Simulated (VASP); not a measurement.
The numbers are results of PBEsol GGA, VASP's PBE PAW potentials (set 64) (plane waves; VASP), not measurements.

The input files of a VASP run:

**KPOINTS**
```
Automatic mesh
0
Gamma
9 9 9
0 0 0
```

POSCAR:
```
InSb
1
    0.0000000000     3.2592004851     3.2592004851
    3.2592004851     0.0000000000     3.2592004851
    3.2592004851     3.2592004851     0.0000000000
In Sb
1 1
Direct
  1.0000000000   1.0000000000   1.0000000000
  0.2500000000   0.2500000000   0.2500000000
```

INCAR:
```
LASPH=T   ! aspherical one-centre terms
NELM=100   ! most electronic steps
LMAXMIX=4   ! l cut-off of mixed one-centre charges
LCHARG=F
ENCUT=400   ! plane-wave cut-off (eV)
SIGMA=0.1   ! width (eV)
IBRION=1   ! quasi-Newton
ALGO=Normal   ! blocked Davidson
SYSTEM=InSb
GGA=PS   ! PBEsol
LWAVE=F
ISIF=2   ! forces and stress, cell fixed
NSW=30   ! most ionic steps
EDIFFG=-0.001   ! ionic stop
ISMEAR=1
LREAL=F   ! projection in real space or not
PREC=Accurate
EDIFF=1E-8
```

POTCAR, in this order: In_d Sb (PBE.64 set). Program: vasp_std.

The run wrote:

### OUTCAR
```
 ion  position               nearest neighbor table
   1  0.000  0.000  0.000-   2 2.82   2 2.82   2 2.82   2 2.82
   2  0.250  0.250  0.250-   1 2.82   1 2.82   1 2.82   1 2.82
  LATTYP: Found a face centered cubic cell.
 ALAT       =     6.5184009702
 Subroutine PRICEL returns:
 Original cell was already a primitive cell.
 Subroutine GETGRP returns: Found 24 space group operations
The static configuration has the point symmetry T_d .
The dynamic configuration has the point symmetry T_d .
 Subroutine INISYM returns: Found 24 space group operations
 Subroutine IBZKPT returns following result:
 Found     35 irreducible k-points:

 Following reciprocal coordinates:
            Coordinates               Weight
  0.000000  0.000000  0.000000      1.000000
  0.111111  0.000000  0.000000      8.000000
  0.222222  0.000000  0.000000      8.000000
  0.333333  0.000000  0.000000      8.000000
  0.444444  0.000000  0.000000      8.000000
  0.111111  0.111111  0.000000      6.000000
  0.222222  0.111111  0.000000     24.000000
  0.333333  0.111111  0.000000     24.000000
  0.444444  0.111111  0.000000     24.000000
...
```

File OSZICAR:
```
       N       E                     dE             d eps       ncg     rms          rms(c)
DAV:   1     0.102841517982E+03    0.10284E+03   -0.70197E+03   910   0.113E+03
DAV:   2    -0.762556473197E+00   -0.10360E+03   -0.10121E+03   965   0.280E+02
DAV:   3    -0.765811680644E+01   -0.68956E+01   -0.68292E+01  1180   0.803E+01
DAV:   4    -0.783033448441E+01   -0.17222E+00   -0.17218E+00  1059   0.157E+01
DAV:   5    -0.783966497973E+01   -0.93305E-02   -0.93303E-02  1334   0.292E+00    0.395E+00
DAV:   6    -0.772093856550E+01    0.11873E+00   -0.20490E-01  1246   0.833E+00    0.225E+00
DAV:   7    -0.769852534632E+01    0.22413E-01   -0.74516E-02  1223   0.324E+00    0.618E-01
DAV:   8    -0.769773921767E+01    0.78613E-03   -0.78001E-03  1200   0.122E+00    0.262E-01
DAV:   9    -0.769811167315E+01   -0.37246E-03   -0.72267E-04  1010   0.278E-01    0.718E-02
DAV:  10    -0.769812007482E+01   -0.84017E-05   -0.36907E-05  1226   0.484E-02    0.360E-02
DAV:  11    -0.769814211782E+01   -0.22043E-04   -0.37186E-05   985   0.540E-02    0.218E-02
DAV:  12    -0.769814259162E+01   -0.47380E-06   -0.10679E-06  1018   0.835E-03    0.545E-03
DAV:  13    -0.769814257686E+01    0.14760E-07   -0.61627E-07  1010   0.752E-03    0.320E-03
DAV:  14    -0.769814259846E+01   -0.21598E-07   -0.32507E-08  1120   0.108E-03    0.834E-04
DAV:  15    -0.769814259974E+01   -0.12774E-08   -0.32275E-09   605   0.488E-04
   1 F= -.76981426E+01 E0= -.76981781E+01  d E =-.769814E+01
```

File OUTCAR:
```
------------------------ aborting loop because EDIFF is reached ----------------------------------------
  FORCE on cell =-STRESS in cart. coord.  units (eV):
  Direction    XX          YY          ZZ          XY          YZ          ZX
  --------------------------------------------------------------------------------------
  Total        0.0088878      0.0088878      0.0088878     -0.0000000      0.0000000      0.0000000
  in kB        0.2056560      0.2056560      0.2056560     -0.0000000      0.0000000      0.0000000
  external PRESSURE =       0.2056560 kB  Pullay stress =       0.0000000 kB
  volume of cell :       69.24
      direct lattice vectors                 reciprocal lattice vectors
     0.000000000  3.259200485  3.259200485    -0.153411857  0.153411857  0.153411857
     3.259200485  0.000000000  3.259200485     0.153411857 -0.153411857  0.153411857
     3.259200485  3.259200485  0.000000000     0.153411857  0.153411857 -0.153411857
  FREE ENERGIE OF THE ION-ELECTRON SYSTEM (eV)
  ---------------------------------------------------
  free  energy   TOTEN  =        -7.6981425997 eV

  energy  without entropy=       -7.6982492411  energy(sigma->0) =       -7.69817815

 reached required accuracy - stopping structural energy minimisation
```
(Selected blocks of OUTCAR.)

The compound is InSb in the zinc blende structure. It was relaxed first. The start is the result of an earlier pass.
